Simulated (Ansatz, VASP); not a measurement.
## Be3As: VASP beside Ansatz

```
CELL_PARAMETERS angstrom
4.12559 0.00000 0.00000
-2.06279 3.57286 0.00000
0.00000 0.00000 3.31081
ATOMIC_POSITIONS crystal
Be 0.50000 0.50000 0.50000
Be 0.00000 0.50000 0.50000
Be 0.50000 0.00000 0.50000
As 0.00000 0.00000 0.00000
```

Alike in both runs: functional PBE; k mesh 12 × 12 × 14; occupations gaussian, width 0.1 eV; no spin polarisation.

Ansatz relaxed the structure, and its values are those at the end. VASP's run is a single point on that final structure, the one shown.

```csv
,VASP,Ansatz
version,VASP 6.6.1,Ansatz 0.2.0
potentials or method,"VASP PAW PBE potentials, release 64 (Be, As)","scalar-relativistic, plane waves, PAW"
plane-wave cutoff (eV),520,420
valence electrons in the cell,11,21
```

```tsv
	VASP	Ansatz	Ansatz less VASP
gap on the k mesh at the Fermi level (eV)	none	none	-
pressure (GPa)	0.1	0.0	-0.15
```

A gap of «none» marks a metal or a gap that the smearing closes. The two sets of potentials don't hold the same shells in valence.
